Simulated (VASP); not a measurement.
Data:

```xyz
2
Lattice="4.5700 0.0000 0.0000 0.0000 4.5700 0.0000 0.0000 0.0000 4.5700" Properties=species:S:1:pos:R:3 pbc="T T T"
Cs     0.0125     0.0006     0.0355
I      2.2725     2.2844     2.2495
```

Computed with PBE GGA, VASP's PBE PAW potentials (set 64) (plane waves; VASP). Settings: 300 eV cut-off, 4×4×4 Γ-centred mesh, Fermi-Dirac smearing of 0.020 eV, potentials Cs_sv I.

Unless said otherwise, spin-orbit coupling is left out, though it shifts the bands of the heavy elements here.

Task: What does the run give for the energy per atom (σ→0), largest force, band gap (on the k-mesh) with the smallest direct gap where there is one?

Result: 
```json
{
  "band gap (on the k-mesh)": "3.87 eV",
  "smallest direct gap (on the k-mesh)": "3.96 eV",
  "energy per atom (σ→0)": "-2.712 eV/atom",
  "largest_force": "0.059 eV/Å"
}
```

The structure is a typed CsI crystal. The cell was not relaxed at this level, atoms are displaced from their ideal sites.
